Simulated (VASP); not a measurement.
Energy against volume of Ca (fcc). Computed with PW91 GGA, VASP's PBE PAW potentials (set 64) (plane waves; VASP 6.6.1).

```
V (Å³/atom)  E (eV/atom)
-----------  -----------
39.399          -1.92182
40.657          -1.92865
41.914          -1.93073
43.172          -1.92862
44.429          -1.92287
```

Fit a third-order Birch-Murnaghan equation of state.

| Item | Value |
|---|---|
| volume per atom | 41.88 Å³/atom |
| bulk modulus | 17.7 GPa |
| pressure derivative of the bulk modulus | 3.35 |
| lattice constant a | 5.513 Å |

Measured: a 5.553 Å at 0 K (computed value off by -0.7 %), as given by Gábor I. Csonka et al., Physical Review B (2009), arXiv:0903.4037 [low-temperature or extrapolated to 0 K; zero-point anharmonic expansion removed].

The compound is Ca in the fcc structure. It was relaxed first.
